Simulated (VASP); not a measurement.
The cell holds one Ru (hcp) (0 0 0 1) slab, with vacuum along c, ions free to move until forces fall under 0.03 eV/Å, no reconstruction beyond this cell, dipole correction on.

Data:

```xyz
6
Lattice="2.6917 0.0000 0.0000 -1.3458 2.3311 0.0000 0.0000 0.0000 27.6179" Properties=species:S:1:pos:R:3 pbc="T T T"
Ru     1.3458     0.7770    10.6064
Ru     0.0000     1.5540     8.5598
Ru     1.3458     0.7770    14.8927
Ru     0.0000     1.5540    12.7252
Ru     1.3458     0.7770    19.0581
Ru     0.0000     1.5540    17.0115
```

All values below come from PBEsol GGA, VASP's PBE PAW potentials (set 64) (plane waves; VASP 6.6.1). Run with 400 eV cut-off, 12×12×1 Γ-centred mesh, first-order Methfessel-Paxton smearing of 0.10 eV, potentials Ru_pv.

Slab and bulk use different k-meshes, so the surface energy is good to a few per cent at best.

### Question
Predict its surface energy, work function, band gap (on the k-mesh).

### Answer

```
Item                                                        Result
------------------------  ----------------------------------------
surface energy                                           2.96 J/m²
work function                                              5.23 eV
band gap (on the k-mesh)  none (metal, semimetal or under 0.01 eV)
```

The cell is a thin slab with vacuum, built from Ru (hcp): (001) face.
